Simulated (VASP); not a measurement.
Input:

```yaml
crystal:
  lattice:
    - [0.00000, 2.68919, 2.68919]
    - [2.68919, 0.00000, 2.68919]
    - [2.68919, 2.68919, 0.00000]
  atoms:
    - { symbol: Yb, position: [0.00000, 0.00000, 0.00000] }
```

Method: TPSS meta-GGA, VASP's PBE PAW potentials (set 64) (plane waves; VASP). Settings: 520 eV cut-off, 11×11×11 Γ-centred mesh, first-order Methfessel-Paxton smearing of 0.10 eV, potentials Yb_2.

The 4f electrons are frozen in the core of the lanthanide potential, so 4f levels, which can set the real gap, and their magnetism are missing.

**Question.** What does the run give for the energy per atom (σ→0)?

**Answer.** 
The energy per atom (σ→0) comes out as -3.500 eV/atom.

Total energies compare only between runs with the same potentials, cut-off and functional.

The compound is Yb in the fcc structure. It was relaxed first, which changed the volume by -5 %. The start is the result of an earlier pass.
